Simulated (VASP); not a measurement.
# Li4GeN2 (Imm2) in VASP: phonons with PBE

Aim: the phonons of Li4GeN2 with PBE.

All numbers are computed with VASP 6.6.1; they aren't measurements. Logs are shortened: lines on timing, memory, paths and dates and some standing lists are left out, and cuts for length are marked.

### 1 Starting point

The structure is orthorhombic, space group Imm2 (No. 44). The conventional cell has a = 3.386 Å, b = 10.002 Å, c = 4.900 Å, α = 90.00°, β = 90.00°, γ = 90.00°. Around Li (site symmetry m) lie 3 N at 2.07 to 2.36 Å and 3 Li at 2.33 to 2.36 Å. Li (site symmetry m) is surrounded by 3 N at 1.94 to 2.06 Å. Ge (site symmetry mm2) has 2 N at 1.85 Å as nearest neighbours. Around N (site symmetry m) lie 1 Ge at 1.85 Å and 5 Li at 1.94 to 2.07 Å.

The cell was built by a generator and needn't be a form met in nature.

### 2 Phonons, PBE

Contents of POSCAR:

```
Li4GeN2
1.0
   -1.6929800000      5.0011400000      2.4502300000
    1.6929800000     -5.0011400000      2.4502300000
    1.6929800000      5.0011400000     -2.4502300000
Li Ge N
4 1 2
Direct
    0.3737690000      0.7324740000      0.6412950000
    0.9638400000      0.2646140000      0.6992260000
    0.0911790000      0.7324740000      0.3587050000
    0.5653880000      0.2646140000      0.3007740000
    0.8000880000      0.8000880000      0.0000000000
    0.1508830000      0.9908720000      0.1600110000
    0.8308620000      0.9908720000      0.8399890000
```

Contents of INCAR.step1:

```
PREC     = Accurate       # precision mode
ENCUT    = 520            # plane-wave cutoff, eV
EDIFF    = 1E-8           # SCF threshold, eV
ISMEAR   = 0              # smearing method
SIGMA    = 0.1            # smearing width, eV
LREAL    = F              # projectors in reciprocal space
LASPH    = T              # aspherical terms in the spheres
NELM     = 80             # most SCF steps
ALGO     = Normal         # electronic algorithm
ISIF     = 3              # what is computed and relaxed
LWAVE    = F              # write WAVECAR
LCHARG   = F              # write CHGCAR
GGA      = PE             # functional
KPAR     = 4            
IBRION   = 2              # ionic algorithm
NSW      = 40             # ionic steps
EDIFFG   = -0.002         # ionic threshold
```

Contents of INCAR.step2:

```
PREC     = Accurate       # precision mode
ENCUT    = 520            # plane-wave cutoff, eV
EDIFF    = 1E-8           # SCF threshold, eV
ISMEAR   = 0              # smearing method
SIGMA    = 0.1            # smearing width, eV
LREAL    = F              # projectors in reciprocal space
LASPH    = T              # aspherical terms in the spheres
NELM     = 80             # most SCF steps
ALGO     = Normal         # electronic algorithm
ISIF     = 2              # what is computed and relaxed
LWAVE    = F              # write WAVECAR
LCHARG   = F              # write CHGCAR
GGA      = PE             # functional
KPAR     = 4            
IBRION   = 6              # ionic algorithm
NFREE    = 2            
POTIM    = 0.015          # step
NSW      = 1              # ionic steps
```

Contents of KPOINTS:

```
Automatic mesh
0
Gamma
  10 10 10
```

Potentials or basis: VASP PAW PBE potentials, release 64 (Li_sv, Ge_d, N).

On the command line:

```console
> cat potpaw_PBE.64/Li_sv/POTCAR potpaw_PBE.64/Ge_d/POTCAR potpaw_PBE.64/N/POTCAR > POTCAR
> cp INCAR.step1 INCAR
> mpirun -np 4 vasp_std > vasp.out
> cp CONTCAR POSCAR
> cp INCAR.step2 INCAR
> mpirun -np 4 vasp_std > vasp.out
```

OUTCAR:

```text
PREC = Accurate
   ENCUT = 520
   EDIFF = 1E-8
   ISMEAR = 0
   LREAL = F
   LASPH = T
   NELM = 80
   ISIF = 2
   GGA = PE
   IBRION = 6
   NFREE = 2
   POTIM = 0.015
   NSW = 1

 ion  position               nearest neighbor table
   1  0.374  0.733  0.641-   6 2.07   6 2.07   4 2.33   4 2.33   2 2.37
   2  0.964  0.264  0.699-   7 1.95   6 2.06   6 2.06   3 2.33   3 2.33   1 2.37   5 2.62   5 2.62

   3  0.091  0.733  0.359-   7 2.07   7 2.07   2 2.33   2 2.33   4 2.37
   4  0.565  0.264  0.301-   6 1.95   7 2.06   7 2.06   1 2.33   1 2.33   3 2.37   5 2.62   5 2.62

   5  0.800  0.800  0.000-   7 1.85   6 1.85   2 2.62   2 2.62   4 2.62   4 2.62
   6  0.151  0.991  0.160-   5 1.85   4 1.95   2 2.06   2 2.06   1 2.07   1 2.07
   7  0.831  0.991  0.840-   5 1.85   2 1.95   4 2.06   4 2.06   3 2.07   3 2.07

  LATTYP: Found a body centered orthorhombic cell.
 ALAT       =     3.3846266366
 B/A-ratio  =     1.4472599700
 C/A-ratio  =     2.9586166619

  Lattice vectors:

 A1 = (  -1.6923133183,   5.0069063807,  -2.4492173222)
 A2 = (   1.6923133183,   5.0069063807,   2.4492173222)
 A3 = (   1.6923133183,  -5.0069063807,  -2.4492173222)

Analysis of symmetry for initial positions (statically):
=====================================================================
 Subroutine PRICEL returns:
 Original cell was already a primitive cell.

 Routine SETGRP: Setting up the symmetry group for a
 body centered orthorhombic supercell.

 Subroutine GETGRP returns: Found  4 space group operations
 (whereof  4 operations were pure point group operations)
 out of a pool of  8 trial point group operations.

The static configuration has the point symmetry C_2v.

Analysis of symmetry for dynamics (positions and initial velocities):
=====================================================================
 Subroutine PRICEL returns:
 Original cell was already a primitive cell.

 Routine SETGRP: Setting up the symmetry group for a
 body centered orthorhombic supercell.

[... 370 lines left out ...]
--------------------------------------- Ionic step       25  -------------------------------------------

 number of electron      35.9999998 magnetization

 Free energy of the ion-electron system (eV)
  ---------------------------------------------------
  ext. energy  EPLUGINS =         0.00000000
  ---------------------------------------------------
  free energy    TOTEN  =       -31.39555374 eV

  energy without entropy =      -31.39132813  energy(sigma->0) =      -31.39344094

 E-fermi :   2.9558     XC(G=0):  -9.3013

 val. band max:        2.9370912387   @ k =   0.3000   0.2000   0.2000
 cond. band min:       2.9569890083   @ k =   0.2000   0.5000  -0.0000
 fundamental gap:      0.0198977695
 Fermi energy:         2.9558057070

 k-point     1 :       0.0000    0.0000    0.0000
  band No.  band energies     occupation
      1     -42.3925      2.00000
      2     -42.3428      2.00000
      3     -41.7361      2.00000
      4     -41.6979      2.00000
      5     -21.1772      2.00000
      6     -21.0879      2.00000
[... 589 lines left out ...]
     21       6.9478      0.00000
     22       8.8007      0.00000

 [... further k-points ...]

------------------------ aborting loop because EDIFF is reached ----------------------------------------

  FORCE on cell =-STRESS in cart. coord.  units (eV):
  Direction    XX          YY          ZZ          XY          YZ          ZX
  --------------------------------------------------------------------------------------
  -------------------------------------------------------------------------------------
  Total       -0.0005962      0.0954168      0.0398455      0.0000000      0.0219128      0.0000000
  in kB       -0.0115071      1.8416113      0.7690463      0.0000000      0.4229331      0.0000000
  external PRESSURE =       0.8663835 kB  Pullay stress =       0.0000000 kB
[... 22 lines left out ...]
  FREE ENERGIE OF THE ION-ELECTRON SYSTEM (eV)
  ---------------------------------------------------
  free  energy   TOTEN  =       -31.3955537414 eV

  energy  without entropy=      -31.3913281344  energy(sigma->0) =      -31.39344094

 INTERNAL STRAIN TENSORS FROM DISPLACED ATOMS
 ============================================

 INTERNAL STRAIN TENSOR FOR ION    1 for displacements in x,y,z  (eV/Angst):
          X           Y           Z          XY          YZ          ZX
  --------------------------------------------------------------------------------
  x     0.00000     0.00000     0.00000     3.95090     0.00000    -1.90309
  y     2.59278    -0.13291     0.70699     0.00000    -1.64635     0.00000
  z    -0.50642    -2.13485    -4.74402     0.00000     0.80159     0.00000

 INTERNAL STRAIN TENSOR FOR ION    7 for displacements in x,y,z  (eV/Angst):
          X           Y           Z          XY          YZ          ZX
  --------------------------------------------------------------------------------
  x     0.00000     0.00000     0.00000    -1.79716     0.00000    -0.55053
  y    -1.46872    17.66037     2.12536     0.00000    -5.30487     0.00000
  z    -0.29438    -6.08623    -2.81883     0.00000     1.39018     0.00000

 Eigenvectors and eigenvalues of the dynamical matrix
 ----------------------------------------------------

   1 f  =   20.970102 THz   131.759036 2PiTHz  699.487306 cm-1    86.725334 meV
             X         Y         Z           dx          dy          dz
      1.692313  1.413224  1.139222    -0.000000   -0.047367    0.022327
      0.000000  7.002138  1.295626    -0.000000    0.121035   -0.199704
      1.692313 -1.413224  1.139222    -0.000000    0.047367    0.022327
      0.000000  3.011675  1.295626     0.000000   -0.121035   -0.199704
      0.000000  0.000000  3.918810    -0.000000   -0.000000   -0.200333
      1.692313 -3.406296  2.404794     0.000000    0.545530    0.353634
      1.692312  3.406301  2.404797     0.000000   -0.545530    0.353634
[... 191 lines left out ...]
  21 f/i=    0.011523 THz     0.072403 2PiTHz    0.384377 cm-1     0.047657 meV
             X         Y         Z           dx          dy          dz
      1.692313  1.413224  1.139222     0.231771   -0.000000   -0.000000
      0.000000  7.002138  1.295626     0.232114   -0.000000   -0.000000
      1.692313 -1.413224  1.139222     0.231771   -0.000000   -0.000000
      0.000000  3.011675  1.295626     0.232114   -0.000000   -0.000000
      0.000000  0.000000  3.918810     0.755211   -0.000000   -0.000000
      1.692313 -3.406296  2.404794     0.327466   -0.000000   -0.000000
      1.692312  3.406301  2.404797     0.327466   -0.000000   -0.000000

 ELASTIC MODULI CONTR FROM IONIC RELAXATION (kBar)
 Direction    XX          YY          ZZ          XY          YZ          ZX
 --------------------------------------------------------------------------------
 XX        -137.5649    133.5759    -92.2509      0.0000      0.0000      0.0000
 YY         133.5759   -893.3384   -305.3439      0.0000     -0.0000      0.0000
 ZZ         -92.2509   -305.3439   -570.4822      0.0000     -0.0000     -0.0000
 XY           0.0000      0.0000      0.0000   -252.8891     -0.0000      0.0000
 YZ           0.0000     -0.0000     -0.0000     -0.0000   -452.1061     -0.0000
 ZX           0.0000      0.0000     -0.0000      0.0000     -0.0000   -164.6389
 --------------------------------------------------------------------------------
```

OUTCAR.step1:

```text
PREC = Accurate
   ENCUT = 520
   EDIFF = 1E-8
   ISMEAR = 0
   LREAL = F
   LASPH = T
   NELM = 80
   ISIF = 3
[... 1046 lines left out ...]
  -------------------------------------------------------------------------------------
  Total       -0.0074044     -0.0020540     -0.0022002      0.0000000      0.0000000      0.0000000
  in kB       -0.1429110     -0.0396434     -0.0424648      0.0000000      0.0000000      0.0000000
  external PRESSURE =      -0.0750064 kB  Pullay stress =       0.0000000 kB
[... 22 lines left out ...]
  FREE ENERGIE OF THE ION-ELECTRON SYSTEM (eV)
  ---------------------------------------------------
  free  energy   TOTEN  =       -31.3966393200 eV

  energy  without entropy=      -31.3924561141  energy(sigma->0) =      -31.39454772

 reached required accuracy - stopping structural energy minimisation
```

Run time: 80 min. Hardware: 4 MPI ranks of Intel Xeon Platinum 8488C (Sapphire Rapids), shared host; peak memory 1.6 GiB.

What came out:

| Item | Value |
| --- | --- |
| Highest phonon frequency at Γ, LO-TO splitting left out | 699 cm⁻¹ |

Phonon frequencies in cm⁻¹ (negative: imaginary):
```tsv
q point	frequencies
(0.000, 0.000, 0.000)	0 0 0 63 122 163 236 299 324 326 336 368 422 446 460 496 538 544 585 645 699
```

Caveat: the cutoff is under 1.25 times the usual one of these potentials, so pressure, stress and relaxed cells hold a basis-set (Pulay) error.
